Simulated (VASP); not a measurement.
# Lu: cell size against the level of theory, part 2 of 2

Which functional gives the lattice of Lu as experiment finds it, and is a dearer one worth its cost? LASPH is on for some levels and off for others; the table marks which. The start is a cell from a database of measured crystal structures.

VASP 6.6.1, plane waves and PAW; the level of theory is named at each step.

Still holding for the runs below: The data set Lu_3 holds the 4f electrons frozen in the core, so no f bands or f moments appear. The k-mesh is coarse for a metal.

So far. Step 2 (Relaxation with PBE): It ends with forces that vanish by symmetry and a pressure of 0.00 GPa. The volume lies -1.8 % from that of the database's start, which holds the thermal and zero-point expansion of its experiment. The conventional cell has a = 3.526 and c = 5.455 Å. Against its usual tendency, PBE gives a cell smaller than the listed one. Step 3 (Relaxation with LDA): It ends at 26.57 Å³/atom, -11.1 % from the start, with 0.03 GPa left. The conventional cell has a = 3.415 and c = 5.263 Å.

**4. Relaxation with r2SCAN**

This step: r2SCAN, 4f electrons in the core; plane waves and PAW (Lu_3) (VASP 6.6.1).

r2SCAN adds the kinetic-energy density, costs more than a GGA and is run with LASPH.

File INCAR:

```
SYSTEM = Lu
PREC = Accurate
ENCUT = 520
EDIFF = 1E-06
NELM = 100
ISMEAR = -1
SIGMA = 0.05
LREAL = .FALSE.
ALGO = Normal
METAGGA = R2SCAN
LASPH = .TRUE.
NBANDS = 15
LORBIT = 11
LWAVE = .FALSE.
LCHARG = .FALSE.
KPAR = 2
IBRION = 2
NSW = 60
ISIF = 3
EDIFFG = -0.01
```

File POSCAR:

```
Lu
1.0
    3.5176000000      0.0000000000      0.0000000000
   -1.7588000000      3.0463309604      0.0000000000
    0.0000000000      0.0000000000      5.5805000000
Lu
2
Direct
    0.3333333333      0.6666666667      0.2500000000
    0.6666666667      0.3333333333      0.7500000000
```

File KPOINTS:

```
Automatic mesh
0
Gamma
6 6 4
0 0 0
```

PAW data sets: Lu_3 (PBE family, release 64).

The run is started by

```sh
mpirun -np 2 vasp_std
```

Log:

```text
[banner, memory and clock lines left out]
running    2 mpi-ranks, on    1 nodes
[...]
[... a notice as in an earlier step ...]

 LDA part: xc-table for (None), standard interpolation
 POSCAR, INCAR and KPOINTS ok, starting setup
[...]
entering main loop
       N       E                     dE             d eps       ncg     rms          rms(c)
DAV:   1    -0.142120564132E+02   -0.14212E+02   -0.87159E+03   981   0.132E+03
DAV:   2    -0.754157624208E+02   -0.61204E+02   -0.59815E+02  1124   0.686E+02
DAV:   3    -0.777506089302E+02   -0.23348E+01   -0.22945E+01   952   0.752E+01
DAV:   4    -0.778451696957E+02   -0.94561E-01   -0.91859E-01  1100   0.817E+00
[...]
DAV:  10    -0.761844445985E+02   -0.11549E-03   -0.42817E-05   858   0.698E-02    0.321E-02
DAV:  11    -0.761843993932E+02    0.45205E-04   -0.97227E-06  1086   0.613E-02    0.240E-03
DAV:  12    -0.761843993716E+02    0.21605E-07   -0.63561E-07   490   0.913E-03
   1 F= -.76184399E+02 E0= -.76172965E+02  d E =-.761844E+02
[... from here on, the cycles between the ionic steps are left out ...]
   2 F= -.76192627E+02 E0= -.76183201E+02  d E =-.822757E-02
   3 F= -.76192628E+02 E0= -.76183442E+02  d E =-.822888E-02
   4 F= -.76194782E+02 E0= -.76186811E+02  d E =-.215332E-02
   5 F= -.76194781E+02 E0= -.76186793E+02  d E =-.215263E-02
   6 F= -.76195103E+02 E0= -.76186889E+02  d E =-.322225E-03
   7 F= -.76195105E+02 E0= -.76186922E+02  d E =-.324453E-03
   8 F= -.76195094E+02 E0= -.76186941E+02  d E =-.312835E-03
[...]
reached required accuracy - stopping structural energy minimisation
```

Run time: 3 min. Hardware: 2 MPI ranks of Intel Xeon Platinum 8559C (Emerald Rapids), shared host; peak memory 0.37 GiB; 6 min of CPU time.

From OUTCAR (step 4):

```text
  Total        0.0020246      0.0020246     -0.0029421      0.0000000      0.0000000     -0.0000000
  in kB        0.0556685      0.0556685     -0.0808961      0.0000000      0.0000000     -0.0000000
  external PRESSURE =       0.0101470 kB  Pullay stress =       0.0000000 kB

 POSITION                                       TOTAL-FORCE (eV/Angst)
 -----------------------------------------------------------------------------------
     -0.00000      2.03151      1.35858        -0.000000      0.000000      0.000000
      1.75934      1.01575      4.07573         0.000000     -0.000000      0.000000
 -----------------------------------------------------------------------------------
    total drift:                                0.000000     -0.000000      0.000000

  FREE ENERGIE OF THE ION-ELECTRON SYSTEM (eV)
  ---------------------------------------------------
  free  energy   TOTEN  =       -76.1950937176 eV

  energy  without entropy=      -76.1787879726  energy(sigma->0) =      -76.18694085

[... 2 parts as in an earlier step ...]

[... 2 further parts left out ...]
[key lines of the parts left out:]
E-fermi :   2.7266
```

The PAW data sets were made with PBE, which is usual practice but a small mismatch for other functionals.

The steps of the relaxation:

```tsv
step	energy less that of the first step (eV)	largest force (eV/Å)	pressure (GPa)	volume (Å³)
1	0.0000	0.0000	-1.05	59.80
2	-0.0082	0.0000	0.21	58.11
3	-0.0082	0.0000	0.37	57.92
4	-0.0104	0.0000	0.24	58.00
5	-0.0104	0.0000	0.24	57.99
6	-0.0107	0.0000	-0.08	58.37
7	-0.0107	0.0000	-0.04	58.32
8	-0.0107	0.0000	0.00	58.27
```

```tsv
conventional cell, symmetrised	before	after	change
a (Å)	3.518	3.519	+0.0 %
b (Å)	3.518	3.519	+0.0 %
c (Å)	5.580	5.434	-2.6 %
volume (Å³/atom)	29.90	29.13	-2.6 %
```

Final coordinates:

```xyz
2
Lattice="3.5187 0.0000 0.0000 -1.7593 3.0473 0.0000 0.0000 0.0000 5.4343" Properties=species:S:1:pos:R:3 pbc="T T T"
Lu    0.0000    2.0315    1.3586
Lu    1.7593    1.0158    4.0757
```

It ends at 29.13 Å³/atom, -2.6 % from the start, with 0.00 GPa left. The conventional cell has a = 3.519 and c = 5.434 Å.

**5. Relaxation with PBE + D3(BJ)**

This step: PBE with D3(BJ), 4f electrons in the core; plane waves and PAW (Lu_3) (VASP 6.6.1).

A dispersion term adds the long-range attraction that semilocal functionals lack. D3 with Becke-Johnson damping keeps a finite attraction at short range.

Edit INCAR of step 4 so:

```diff
@@ -9,4 +9,4 @@
 ALGO = Normal
-METAGGA = R2SCAN
-LASPH = .TRUE.
+GGA = PE
+IVDW = 12
 NBANDS = 15
```

POSCAR is that of step 4.

KPOINTS is that of step 4.

The run is started by

```sh
mpirun -np 2 vasp_std
```

Log:

```text
[... set-up lines as in an earlier step ...]
 entering main loop
       N       E                     dE             d eps       ncg     rms          rms(c)
[... 11 cycles as in an earlier step ...]
   1 F= -.96239545E+01 E0= -.96117097E+01  d E =-.962395E+01
[...]
2 F= -.96570431E+01 E0= -.96459226E+01  d E =-.330886E-01
[...]
3 F= -.96584202E+01 E0= -.96472642E+01  d E =-.344656E-01
[...]
4 F= -.96584120E+01 E0= -.96472486E+01  d E =-.344575E-01
[...]
5 F= -.96599219E+01 E0= -.96496103E+01  d E =-.150983E-02
[...]
6 F= -.96600076E+01 E0= -.96499678E+01  d E =-.159554E-02
[...]
reached required accuracy - stopping structural energy minimisation
```

It took 39 s on 2 MPI ranks; peak memory 0.37 GiB.

OUTCAR, selected parts (step 5):

```text
 Edisp (eV)   -0.73060

 Edisp (eV)   -0.73017

  Total      -0.01034    -0.01034     0.00402     0.00000     0.00000     0.00000
  in kB      -0.29361    -0.29361     0.11426     0.00000     0.00000     0.00000
  external pressure =       -0.16 kB  Pullay stress =        0.00 kB

 POSITION                                       TOTAL-FORCE (eV/Angst)
 -----------------------------------------------------------------------------------
     -0.00000      2.00941      1.34487         0.000000     -0.000000      0.000000
      1.74020      1.00470      4.03461        -0.000000      0.000000      0.000000
 -----------------------------------------------------------------------------------
    total drift:                                0.000000     -0.000000      0.000000

  FREE ENERGIE OF THE ION-ELECTRON SYSTEM (eV)
  ---------------------------------------------------
  free  energy   TOTEN  =        -9.6600075752 eV

  energy  without entropy=       -9.6399280886  energy(sigma->0) =       -9.64996783

[... 2 parts as in an earlier step ...]

[... 2 further parts left out ...]
[key lines of the parts left out:]
E-fermi :   3.0150
```

Dispersion corrections of this kind ignore metallic screening and tend to overbind metals.

The steps of the relaxation:

```tsv
step	energy less that of the first step (eV)	largest force (eV/Å)	pressure (GPa)	volume (Å³)
1	0.0000	0.0000	-2.67	59.80
2	-0.0331	0.0000	0.79	55.58
3	-0.0345	0.0000	0.20	56.24
4	-0.0345	0.0000	0.12	56.31
5	-0.0360	0.0000	0.03	56.40
6	-0.0361	0.0000	-0.02	56.43
```

```tsv
conventional cell, symmetrised	before	after	change
a (Å)	3.518	3.480	-1.1 %
b (Å)	3.518	3.480	-1.1 %
c (Å)	5.580	5.379	-3.6 %
volume (Å³/atom)	29.90	28.22	-5.6 %
```

Final coordinates:

```xyz
2
Lattice="3.4804 0.0000 0.0000 -1.7402 3.0141 0.0000 0.0000 0.0000 5.3795" Properties=species:S:1:pos:R:3 pbc="T T T"
Lu    0.0000    2.0094    1.3449
Lu    1.7402    1.0047    4.0346
```

It ends at 28.22 Å³/atom, -5.6 % from the start, with -0.02 GPa left. The conventional cell has a = 3.480 and c = 5.379 Å. Against plain PBE, the dispersion term moves a by -1.3 % and c by -1.4 %.

**6. The cells as a table**

This step: relaxed cells at several levels; plane waves and PAW (VASP 6.6.1).

This step runs nothing: it gathers the runs above.

Lengths are those of the conventional cell; cost is the wall time of each run, as given at its step, times its ranks, without the set-up around it; LASPH differs between rows, which moves results and costs too. Results by level, by row:

```tsv
level	volume (Å³/atom)	change from the start (%)	a (Å)	c (Å)	cost (core minutes)	LASPH
PBE	29.37	-1.8	3.526	5.455	0.767	off
LDA	26.57	-11.1	3.415	5.263	1.23	off
r2SCAN	29.13	-2.6	3.519	5.434	6.03	on
PBE + D3(BJ)	28.22	-5.6	3.48	5.379	1.3	off
```

**7. Results**

| Quantity | Value |
| --- | --- |
| volume, PBE | 29.37 Å³/atom |
| volume, LDA | 26.57 Å³/atom |
| volume, r2SCAN | 29.13 Å³/atom |
| volume, PBE + D3(BJ) | 28.22 Å³/atom |

**Reading.** For Lu the levels give volumes between 26.57 Å³/atom (LDA) and 29.37 Å³/atom (PBE), a spread of 10.5 %, while the cost of the finished runs spans a factor of 7.9. Against the volume of the start, a cell from experiment, PBE comes nearest (-1.8 %) and LDA lies farthest (-11.1 %); thermal expansion is in that cell alone. Within 2 % of it: PBE. The costs hold the number of ionic steps as well as the price of the functional. Against the listed lengths the levels give a from -2.9 % to +0.2 % and c from -5.7 % to -2.2 %. Adding D3(BJ) to PBE changes the volume by -3.9 % (a by -1.3 % and c by -1.4 %). Pairwise corrections of the D and TS kind ignore the screening in a metal, so they may overbind here. Within 0.02 Å all end in space group P6_3/mmc; the runs can't lower the symmetry of the start. The k-sampling is coarse for a metal, so the Fermi level, pressures and the shape of the cell carry errors. LASPH is on for some levels and off for others, so differences between them are not the functional's alone. Each is a single relaxation on the plane waves of the start cell, so larger changes of volume carry a basis-set error that was not tested here. Zero-point and thermal expansion are not included.

[Lines on the potential files, build, host, timing and source positions are cut from VASP's logs without a mark.]

[Logs are printed without paths, hosts, clocks, repeated set-up lines and the standing remarks that a program may print on its own settings, such as how far it seeks lower states.]

[Hosts, paths, dates, database ids (printed as entryN), source tags and the programs' standing remarks are cut or masked in the printed files.]

[A measured line is paired with the nearest computed mode of its activity, which favours agreement.]
